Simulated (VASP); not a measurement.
Output of a VASP run:

File OSZICAR:
```
       N       E                     dE             d eps       ncg     rms          rms(c)
DAV:   1     0.109811311217E+03    0.10981E+03   -0.88745E+03   520   0.119E+03
DAV:   2    -0.166068894316E+01   -0.11147E+03   -0.10626E+03   608   0.293E+02
DAV:   3    -0.664985843232E+01   -0.49892E+01   -0.49767E+01   605   0.643E+01
DAV:   4    -0.668881073642E+01   -0.38952E-01   -0.38948E-01   590   0.554E+00
DAV:   5    -0.668940297002E+01   -0.59223E-03   -0.59223E-03   615   0.664E-01    0.793E+00
DAV:   6    -0.615817679117E+01    0.53123E+00   -0.10626E+00   721   0.140E+01    0.629E+00
DAV:   7    -0.614016821591E+01    0.18009E-01   -0.21107E-01   540   0.367E+00    0.315E+00
DAV:   8    -0.614039358511E+01   -0.22537E-03   -0.20269E-02   550   0.215E+00    0.291E-01
DAV:   9    -0.614019482102E+01    0.19876E-03   -0.27912E-03   605   0.874E-01    0.750E-02
DAV:  10    -0.614035336134E+01   -0.15854E-03   -0.30224E-04   550   0.179E-01    0.802E-02
DAV:  11    -0.614043700168E+01   -0.83640E-04   -0.12826E-04   543   0.125E-01    0.183E-02
DAV:  12    -0.614042637423E+01    0.10627E-04   -0.49233E-05   630   0.101E-01    0.870E-03
DAV:  13    -0.614042764035E+01   -0.12661E-05   -0.53305E-06   535   0.171E-02    0.737E-03
DAV:  14    -0.614042751894E+01    0.12140E-06   -0.14616E-07   320   0.350E-03
   1 F= -.61404275E+01 E0= -.61404275E+01  d E =-.614043E+01
       N       E                     dE             d eps       ncg     rms          rms(c)
DAV:   1    -0.632606483932E+01   -0.18564E+00   -0.38261E+00   560   0.270E+01    0.347E+00
DAV:   2    -0.616578744841E+01    0.16028E+00   -0.38259E-01   570   0.990E+00    0.124E+00
DAV:   3    -0.614770508813E+01    0.18082E-01   -0.48008E-02   555   0.269E+00    0.107E+00
DAV:   4    -0.614573985151E+01    0.19652E-02   -0.26111E-03   525   0.514E-01    0.238E-01
DAV:   5    -0.614556238020E+01    0.17747E-03   -0.58827E-04   630   0.367E-01    0.517E-02
DAV:   6    -0.614556314111E+01   -0.76091E-06   -0.76584E-05   520   0.120E-01    0.338E-02
DAV:   7    -0.614556609854E+01   -0.29574E-05   -0.67841E-06   560   0.216E-02    0.753E-03
DAV:   8    -0.614556624344E+01   -0.14490E-06   -0.13835E-06   295   0.181E-02
   2 F= -.61455662E+01 E0= -.61455662E+01  d E =-.513872E-02
       N       E                     dE             d eps       ncg     rms          rms(c)
DAV:   1    -0.615699716477E+01   -0.11431E-01   -0.22521E-01   565   0.641E+00    0.785E-01
DAV:   2    -0.614719666772E+01    0.98005E-02   -0.24484E-02   575   0.252E+00    0.273E-01
DAV:   3    -0.614620376873E+01    0.99290E-03   -0.29339E-03   550   0.639E-01    0.230E-01
DAV:   4    -0.614613260465E+01    0.71164E-04   -0.14993E-04   525   0.141E-01    0.511E-02
DAV:   5    -0.614612950206E+01    0.31026E-05   -0.30182E-05   630   0.856E-02    0.161E-02
DAV:   6    -0.614613122049E+01   -0.17184E-05   -0.47245E-06   530   0.288E-02    0.705E-03
DAV:   7    -0.614613113763E+01    0.82862E-07   -0.44250E-07   335   0.549E-03
   3 F= -.61461311E+01 E0= -.61461311E+01  d E =-.570362E-02
```

OUTCAR:
```
------------------------ aborting loop because EDIFF is reached ----------------------------------------
  FORCE on cell =-STRESS in cart. coord.  units (eV):
  Direction    XX          YY          ZZ          XY          YZ          ZX
  --------------------------------------------------------------------------------------
  Total        0.0063298      0.0063298      0.0063298      0.0000000      0.0000000      0.0000000
  in kB        0.1940157      0.1940157      0.1940157      0.0000000      0.0000000      0.0000000
  external PRESSURE =       0.1940157 kB  Pullay stress =       0.0000000 kB
  volume of cell :       52.27
      direct lattice vectors                 reciprocal lattice vectors
     0.000000000  2.967644740  2.967644740    -0.168483779  0.168483779  0.168483779
     2.967644740  0.000000000  2.967644740     0.168483779 -0.168483779  0.168483779
     2.967644740  2.967644740  0.000000000     0.168483779  0.168483779 -0.168483779
  FREE ENERGIE OF THE ION-ELECTRON SYSTEM (eV)
  ---------------------------------------------------
  free  energy   TOTEN  =        -6.1461311376 eV

  energy  without entropy=       -6.1461311376  energy(sigma->0) =       -6.14613114

 reached required accuracy - stopping structural energy minimisation
```
(Selected blocks of OUTCAR.)

POSCAR:
```
CdS
1
    0.0000000000     2.9429550000     2.9429550000
    2.9429550000     0.0000000000     2.9429550000
    2.9429550000     2.9429550000     0.0000000000
Cd S
1 1
Direct
  0.0000000000   0.0000000000   0.0000000000
  0.2500000000   0.2500000000   0.2500000000
```

Write an INCAR and KPOINTS that could have produced this output.

One answer among several that fit: the input of the run itself, PBE GGA, plane waves, VASP's PBE PAW potentials (set 64).

INCAR:
```
SYSTEM = CdS
PREC = Accurate
ENCUT = 480
EDIFF = 1E-6
NELM = 100
ALGO = Normal
LREAL = .FALSE.
LASPH = .TRUE.
ISMEAR = 0
SIGMA = 0.05
GGA = PE
LMAXMIX = 4
LWAVE = .FALSE.
LCHARG = .FALSE.
IBRION = 2
ISIF = 3
NSW = 60
EDIFFG = -0.01
```

**KPOINTS**
```
Automatic mesh
0
Gamma
7 7 7
0 0 0
```

POTCAR, in this order: Cd S (PBE.64 set). Program: vasp_std.

Energy and stress use the plane-wave basis of the starting cell.

The structure comes from a computed database's CdS entry (F-43m); how it stands against other phases isn't given here. This run relaxes it. Symmetry was kept, so distortions that lower it aren't found.
